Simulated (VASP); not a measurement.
Energy against volume of MgSe (rock salt). Method: optB86b-vdW, VASP's PBE PAW potentials (set 64) (plane waves; VASP). Numerical set-up: 520 eV cut-off, 8×8×8 Γ-centred mesh, Gaussian smearing of 0.050 eV, potentials Mg Se.

```tsv
V (Å³/atom)	E (eV/atom)
19.269	-2.32163
19.884	-2.33419
20.498	-2.33811
21.113	-2.33463
```

Question: Fit these four points and predict the energy of the run at 21.728 Å³/atom.

Answer: A cubic in V^(−2/3), the third-order Birch-Murnaghan form, passes through the four points with V0 = 20.50 Å³/atom and B0 = 64 GPa, and gives -2.3248 eV/atom there. The run gave -2.3248 eV/atom, -0.0 meV/atom from the fit; all five points give B0 = 64 GPa.

The compound is MgSe in the rock salt structure. It was relaxed first.
